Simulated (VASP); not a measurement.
CdSe (zinc blende): the cohesive energy from VASP (plane waves, PAW) at several levels of theory. Atoms are spin-polarised in a large box without symmetry, with the spin fixed by Hund's rule, and may not be in the lowest state of each functional; no zero-point energy is added.

| level | cohesive energy (eV/atom) | error against measurement |
|---|---|---|
| RPBE | 1.95 | -20.7 % |
| revTPSS | 2.43 | -1.4 % |

Measured: 2.46 eV/atom (as given by A. S. Verma et al., Pramana (2010), arXiv:1001.1248).

The cell of the RPBE run:

```cif
data_CdSe
_chemical_formula_sum 'Cd1 Se1'
_space_group_name_H-M_alt 'P 1'
_space_group_IT_number 1
_cell_length_a 4.45148
_cell_length_b 4.45148
_cell_length_c 4.45148
_cell_angle_alpha 60.000
_cell_angle_beta 60.000
_cell_angle_gamma 60.000
loop_
_space_group_symop_operation_xyz
  'x, y, z'
loop_
_atom_site_label
_atom_site_type_symbol
_atom_site_fract_x
_atom_site_fract_y
_atom_site_fract_z
_atom_site_occupancy
Cd1 Cd 0.00000 0.00000 0.00000 1
Se1 Se 0.25000 0.25000 0.25000 1
```

Only levels that ran to the end are used. Left out are those held back, those with too coarse a band path, GW runs whose mesh misses a band edge, hybrids' fits of cells that aren't cubic and levels without matching references; a question may draw on a part of the rest.
